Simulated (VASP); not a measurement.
Computed with PBE GGA, VASP's PBE PAW potentials (set 64) (plane waves; VASP 6.6.1).

VASP input:

**INCAR**
```
# general
SYSTEM = Cl
PREC   = Accurate
ENCUT  = 180
LREAL  = .False.
LASPH  = .True.

# electronic loop
EDIFF  = 1E-6
NELM   = 100
ALGO   = Normal

# smearing
ISMEAR = 0
SIGMA  = 0.02

# functional
GGA    = PE

# ions
ISIF   = 2

# output
LWAVE  = .False.
LCHARG = .False.
```

File POSCAR:
```
Cl
1
    2.3072000000    -3.2136000000     0.0000000000
    2.3072000000     3.2136000000     0.0000000000
    0.0000000000     0.0000000000     8.5078000000
Cl
4
Direct
  0.8960970000   0.8909010000   0.8984540000
  0.6170860000   0.6075930000   0.3953400000
  0.3687330000   0.3739790000   0.6088420000
  0.1180830000   0.1275270000   0.0973640000
```

**KPOINTS**
```
Automatic
0
gamma
  6 6 3
```

POTCAR, in this order: Cl (PBE.64 set). Program: vasp_std.

The run wrote:

### OUTCAR
```
 ion  position               nearest neighbor table
   1  0.896  0.891  0.898-   4 2.00
   2  0.617  0.608  0.395-   3 2.13
   3  0.369  0.374  0.609-   2 2.13
   4  0.118  0.128  0.097-   1 2.00
  LATTYP: Found a base centered orthorhombic cell.
 ALAT       =     4.6144000000
 B/A-ratio  =     1.3928571429
 C/A-ratio  =     1.8437500000
 Subroutine PRICEL returns:
 Original cell was already a primitive cell.
 Subroutine GETGRP returns: Found  1 space group operations
The static configuration has the point symmetry C_1 .
The dynamic configuration has the point symmetry C_1 .
 Subroutine INISYM returns: Found  1 space group operations
 Subroutine IBZKPT returns following result:
 Found     56 irreducible k-points:

 Following reciprocal coordinates:
            Coordinates               Weight
  0.000000  0.000000  0.000000      1.000000
  0.166667 -0.000000  0.000000      2.000000
 -0.000000  0.166667  0.000000      2.000000
  0.333333 -0.000000  0.000000      2.000000
 -0.000000  0.333333  0.000000      2.000000
  0.500000 -0.000000  0.000000      1.000000
 -0.000000  0.500000  0.000000      1.000000
  0.166667  0.166667  0.000000      2.000000
  0.333333  0.166667  0.000000      2.000000
  0.166667  0.333333  0.000000      2.000000
  0.500000  0.166667  0.000000      2.000000
  0.166667  0.500000  0.000000      2.000000
 -0.333333  0.166667  0.000000      2.000000
  0.166667 -0.333333  0.000000      2.000000
 -0.166667  0.166667  0.000000      2.000000
  0.333333  0.333333  0.000000      2.000000
  0.500000  0.333333  0.000000      2.000000
  0.333333  0.500000  0.000000      2.000000
 -0.333333  0.333333  0.000000      2.000000
  0.500000  0.500000  0.000000      1.000000
  0.000000  0.000000  0.333333      2.000000
  0.166667 -0.000000  0.333333      2.000000
 -0.166667  0.000000  0.333333      2.000000
 -0.000000  0.166667 -0.333333      2.000000
  0.000000 -0.166667 -0.333333      2.000000
  0.333333 -0.000000  0.333333      2.000000
 -0.333333  0.000000  0.333333      2.000000
 -0.000000  0.333333 -0.333333      2.000000
  0.000000 -0.333333 -0.333333      2.000000
  0.500000 -0.000000  0.333333      2.000000
 -0.000000  0.500000 -0.333333      2.000000
  0.166667  0.166667  0.333333      2.000000
 -0.166667 -0.166667  0.333333      2.000000
  0.333333  0.166667  0.333333      2.000000
 -0.333333 -0.166667  0.333333      2.000000
  0.166667  0.333333 -0.333333      2.000000
 -0.166667 -0.333333 -0.333333      2.000000
  0.500000  0.166667  0.333333      2.000000
  0.500000 -0.166667  0.333333      2.000000
  0.166667  0.500000 -0.333333      2.000000
   k-points           NKPTS =     56   k-points in BZ     NKDIM =     56   number of bands    NBANDS=     18
   number of dos      NEDOS =    301   number of ions     NIONS =      4
   total plane-waves  NPLWV =  12960
   dimension x,y,z NGX =    18 NGY =   18 NGZ =   40
   dimension x,y,z NGXF=    36 NGYF=   36 NGZF=   80
   ions per type =               4
   PREC   = accura    normal or accurate (medium, high low for compatibility)
   ISTART =      0    job   : 0-new  1-cont  2-samecut
   ICHARG =      2    charge: 1-file 2-atom 10-const
   ISPIN  =      1    spin polarized calculation?
   LNONCOLLINEAR =      F non collinear calculations
   LSORBIT =      F    spin-orbit coupling
   INIWAV =      1    electr: 0-lowe 1-rand  2-diag
   ENCUT  =  180.0 eV  13.23 Ry    3.64 a.u.   4.33  4.33  9.31*2*pi/ulx,y,z
   NELM   =    100;   NELMIN=  2; NELMDL= -5     # of ELM steps
...
```

**OSZICAR**
```
       N       E                     dE             d eps       ncg     rms          rms(c)
DAV:   1     0.118723894353E+03    0.11872E+03   -0.70122E+03  2080   0.559E+02
DAV:   2    -0.133592941587E+01   -0.12006E+03   -0.11836E+03  2976   0.174E+02
DAV:   3    -0.779938709983E+01   -0.64635E+01   -0.64471E+01  2272   0.483E+01
DAV:   4    -0.786205774861E+01   -0.62671E-01   -0.62644E-01  2606   0.523E+00
DAV:   5    -0.786250909705E+01   -0.45135E-03   -0.45131E-03  2302   0.438E-01    0.302E+01
DAV:   6    -0.741688052513E+01    0.44563E+00   -0.34769E-01  2172   0.379E+00    0.183E+01
DAV:   7    -0.729972632081E+01    0.11715E+00   -0.53391E-01  2392   0.471E+00    0.106E+00
DAV:   8    -0.729566183763E+01    0.40645E-02   -0.35202E-02  2142   0.120E+00    0.489E-01
DAV:   9    -0.729580343480E+01   -0.14160E-03   -0.94223E-04  2352   0.200E-01    0.127E-01
DAV:  10    -0.729592809605E+01   -0.12466E-03   -0.40726E-04  2274   0.131E-01    0.611E-02
DAV:  11    -0.729593409653E+01   -0.60005E-05   -0.42282E-05  2606   0.419E-02    0.394E-02
DAV:  12    -0.729593359449E+01    0.50204E-06   -0.91502E-06  2666   0.209E-02
   1 F= -.72959336E+01 E0= -.72959336E+01  d E =-.159518E-26
```

### OUTCAR
```
------------------------ aborting loop because EDIFF is reached ----------------------------------------
  FORCE on cell =-STRESS in cart. coord.  units (eV):
  Direction    XX          YY          ZZ          XY          YZ          ZX
  --------------------------------------------------------------------------------------
  Total      -14.7431306    -15.2638616    -13.4234869      0.0517413      0.0458240      2.0806843
  in kB     -187.2302276   -193.8432454   -170.4714275      0.6570875      0.5819418     26.4236281
  external PRESSURE =    -183.8483001 kB  Pullay stress =       0.0000000 kB
  volume of cell :      126.16
      direct lattice vectors                 reciprocal lattice vectors
     2.307200000 -3.213600000  0.000000000     0.216712899 -0.155588748  0.000000000
     2.307200000  3.213600000  0.000000000     0.216712899  0.155588748  0.000000000
     0.000000000  0.000000000  8.507800000     0.000000000  0.000000000  0.117539199
 POSITION                                       TOTAL-FORCE (eV/Angst)
 -----------------------------------------------------------------------------------
      4.12296     -0.01670      7.64387        -0.187292      0.017092     -0.506938
      2.82558     -0.03051      3.36347        -0.855759      0.064356      1.354964
      1.71359      0.01686      5.17991         0.825721     -0.063520     -1.349353
      0.56667      0.03035      0.82835         0.217329     -0.017929      0.501327
 -----------------------------------------------------------------------------------
    total drift:                               -0.000227      0.000251      0.003075
  FREE ENERGIE OF THE ION-ELECTRON SYSTEM (eV)
  ---------------------------------------------------
  free  energy   TOTEN  =        -7.2959335945 eV

  energy  without entropy=       -7.2959335945  energy(sigma->0) =       -7.29593359
```
(Selected blocks of OUTCAR.)

At this cut-off the stress carries a Pulay error, which pulls relaxed volumes low.

The structure is a typed Cl crystal. The cell was not relaxed at this level, atoms are displaced from their ideal sites. The run is one of a series of settings (ENCUT = 180 against the base run), some of them coarse on purpose.
